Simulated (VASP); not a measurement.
An input for Ansatz (written as the equivalent of a VASP run, and not itself run):

Ansatz 0.2 input:
```yaml
crystal:
  lattice:
    - [-4.4468942, 4.4468942, 4.4468942]
    - [4.4468942, -4.4468942, 4.4468942]
    - [4.4468942, 4.4468942, -4.4468942]
  atoms:
    - { symbol: Si, position: [0.5000000, 0.7500000, 0.2500000] }
    - { symbol: Si, position: [0.2500000, 0.5000000, 0.7500000] }
    - { symbol: Si, position: [0.5000000, 0.2500000, 0.7500000] }
    - { symbol: Si, position: [0.7500000, 0.5000000, 0.2500000] }
    - { symbol: Si, position: [0.7500000, 0.2500000, 0.5000000] }
    - { symbol: Si, position: [0.2500000, 0.7500000, 0.5000000] }
    - { symbol: O, position: [0.6676077, 0.3724812, 0.0000000] }
    - { symbol: O, position: [0.6275188, 0.6275188, 0.2951265] }
    - { symbol: O, position: [0.3724812, 0.6676077, 0.0000000] }
    - { symbol: O, position: [0.3323923, 0.3323923, 0.7048735] }
    - { symbol: O, position: [1.0000000, 0.6676077, 0.3724812] }
    - { symbol: O, position: [0.2951265, 0.6275188, 0.6275188] }
    - { symbol: O, position: [1.0000000, 0.3724812, 0.6676077] }
    - { symbol: O, position: [0.7048735, 0.3323923, 0.3323923] }
    - { symbol: O, position: [0.3724812, 0.0000000, 0.6676077] }
    - { symbol: O, position: [0.6275188, 0.2951265, 0.6275188] }
    - { symbol: O, position: [0.6676077, 0.0000000, 0.3724812] }
    - { symbol: O, position: [0.3323923, 0.7048735, 0.3323923] }
kpoints:
  mp_grid: { grid: [3, 3, 3] }
hamiltonian:
  xc: r2scan
  pseudopotentials: { kind: paw }
scf:
  occupations: { method: gaussian, width: 0.05 }
  max_iter: 100
relax:
  max_steps: 60
  f_tol: 0.02
  cell: {}
output: { forces: true, stress: true, eigenvalues: true }
```

Question: Write the VASP files for the same calculation (r2SCAN).

Answer: Several could match; the one computed here: 
**KPOINTS**
```
Automatic mesh
0
Gamma
3 3 3
0 0 0
```

INCAR:
```
! general
SYSTEM   =  SiO2
PREC     =  Accurate
ENCUT    =  520
LREAL    =  Auto
LASPH    =  T

! electronic loop
EDIFF    =  1E-6
NELM     =  100
ALGO     =  Normal
LMIXTAU  =  T

! smearing
ISMEAR   =  0
SIGMA    =  0.05

! functional
METAGGA  =  R2SCAN

! ions
IBRION   =  2
NSW      =  60
ISIF     =  3
EDIFFG   =  -0.02

! output
LWAVE    =  F
LCHARG   =  F
```

File POSCAR:
```
SiO2
1
   -4.4468941586     4.4468941586     4.4468941586
    4.4468941586    -4.4468941586     4.4468941586
    4.4468941586     4.4468941586    -4.4468941586
Si O
6 12
Direct
  0.5000000000   0.7500000000   0.2500000000
  0.2500000000   0.5000000000   0.7500000000
  0.5000000000   0.2500000000   0.7500000000
  0.7500000000   0.5000000000   0.2500000000
  0.7500000000   0.2500000000   0.5000000000
  0.2500000000   0.7500000000   0.5000000000
  0.6676076922   0.3724812162   0.0000000000
  0.6275187838   0.6275187838   0.2951264758
  0.3724812162   0.6676076922   0.0000000000
  0.3323923078   0.3323923078   0.7048735242
  1.0000000000   0.6676076922   0.3724812162
  0.2951264758   0.6275187838   0.6275187838
  1.0000000000   0.3724812162   0.6676076922
  0.7048735242   0.3323923078   0.3323923078
  0.3724812162   0.0000000000   0.6676076922
  0.6275187838   0.2951264758   0.6275187838
  0.6676076922   0.0000000000   0.3724812162
  0.3323923078   0.7048735242   0.3323923078
```

POTCAR, in this order: Si O (PBE.64 set). Program: vasp_std.

What does not carry over: each code has its own PAW files, so the cut-off isn't converted (ENCUT is set for VASP's; basis.ecutwfc is left out, and Ansatz then takes the one that its files recommend); Ansatz stops its SCF on the density residual and VASP on the energy change (EDIFF).

The structure comes from a computed database's SiO2 entry (I-43m); how it stands against other phases isn't given here. This run relaxes it. Symmetry was kept, so distortions that lower it aren't found. The start is the result of an earlier pass.
